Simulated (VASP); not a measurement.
Given:

```xyz
2
Lattice="0.0000 3.2517 3.2517 3.2517 0.0000 3.2517 3.2517 3.2517 0.0000" Properties=species:S:1:pos:R:3 pbc="T T T"
Te     3.2517     3.2517     3.2517
Pb     0.0000     0.0000     0.0000
```

All values below come from optB86b-vdW, VASP's PBE PAW potentials (set 64) (plane waves; VASP). Numerical set-up: 520 eV cut-off, Gaussian smearing of 0.050 eV, potentials Te Pb_d.

Unless said otherwise, spin-orbit coupling is left out, though it shifts the bands of the heavy elements here.

Estimate the band gap (along the path) with the smallest direct gap where there is one.

```json
{
 "band gap (along the path)": "0.77 eV",
 "smallest direct gap (along the path)": "0.77 eV"
}
```

Total energies compare only between runs with the same potentials, cut-off and functional.

The compound is PbTe in the rock salt structure. It was relaxed first.
